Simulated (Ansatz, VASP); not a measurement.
## One calculation of Ir3C4, two programs

```xyz
7
Lattice="4.2739 0.0000 0.0000 0.0000 4.2739 0.0000 0.0000 0.0000 4.2739" Properties=species:S:1:pos:R:3 pbc="T T T"
Ir    2.1370    2.1370    0.0000
Ir    0.0000    2.1370    2.1370
Ir    2.1370    0.0000    2.1370
C     2.1370    2.1370    2.1370
C     2.1370    0.0000    0.0000
C     0.0000    2.1370    0.0000
C     0.0000    0.0000    2.1370
```

Change from the starting cell: species swapped into the W3N4 type (Pm-3m, No. 221).

Alike in both runs: task relaxation of cell and atoms; functional PBE; k mesh 10 × 10 × 10; occupations gaussian, width 0.1 eV; no spin polarisation.

|  | VASP | Ansatz |
| --- | --- | --- |
| version | VASP 6.6.1 | Ansatz 0.2.0 |
| potentials or method | VASP PAW PBE potentials, release 64 (Ir, C) | scalar-relativistic, plane waves, PAW |
| plane-wave cutoff (eV) | 600 | 420 |
| valence electrons in the cell | 43 | 67 |

VASP gave:

```
gap on the k mesh at the Fermi level, each at its own relaxed structure (eV) : none
relaxed volume (Å³/atom)                                                     : 11.26
relaxed cell length with the largest relative difference (Å)                 : 4.287
energy change over the relaxation (meV/atom)                                 : -7
```

Question: Estimate Ansatz's values.

Answer: gap on the k mesh at the Fermi level, each at its own relaxed structure (eV): none; relaxed volume (Å³/atom): 11.19; relaxed cell length with the largest relative difference (Å): 4.279; energy change over the relaxation (meV/atom): 0.

A gap of «none» marks a metal or a gap that the smearing closes. The two sets of potentials don't hold the same shells in valence.

Caveats: the bands computed are all filled at some k points, so no gap is given. The runs have no spin-orbit coupling, so splittings on Ir are missing.
